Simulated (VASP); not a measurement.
OSZICAR of a VASP run on Al (fcc):

OSZICAR:
```
       N       E                     dE             d eps       ncg     rms          rms(c)
DAV:   1    -0.253941265514E+01   -0.25394E+01   -0.75210E+02  1870   0.252E+02
DAV:   2    -0.410857692183E+01   -0.15692E+01   -0.14395E+01  2220   0.264E+01
DAV:   3    -0.412174809355E+01   -0.13171E-01   -0.13275E-01  2140   0.276E+00
DAV:   4    -0.412179146048E+01   -0.43367E-04   -0.43963E-04  2245   0.150E-01
DAV:   5    -0.412179163557E+01   -0.17509E-06   -0.17855E-06  2240   0.800E-03    0.144E+00
DAV:   6    -0.410452821611E+01    0.17263E-01   -0.21054E-03  1945   0.303E-01    0.820E-01
DAV:   7    -0.409296182484E+01    0.11566E-01   -0.58082E-03  1940   0.483E-01    0.174E-01
DAV:   8    -0.409295769383E+01    0.41310E-05   -0.31618E-05  2185   0.584E-02    0.141E-02
DAV:   9    -0.409295833269E+01   -0.63887E-06   -0.50552E-07  2100   0.504E-03    0.142E-03
DAV:  10    -0.409295821569E+01    0.11700E-06   -0.43339E-09  1470   0.642E-04    0.131E-03
DAV:  11    -0.409295816325E+01    0.52445E-07   -0.29388E-10  1050   0.153E-04
   1 F= -.40929582E+01 E0= -.40929582E+01  d E =0.000000E+00
```

**Question.** Which electronic solver shows in the log?

**Answer.** It is blocked Davidson (ALGO = Normal, or the opening steps of other solvers). The INCAR had ALGO = Normal.

**Question.** Can the final energy be trusted as converged?

**Answer.** The run converged. It stopped with EDIFF = 1E-7, NELM = 100 (PBEsol GGA, plane waves, VASP's PBE PAW potentials (set 64)).

The compound is Al in the fcc structure. It was relaxed first.
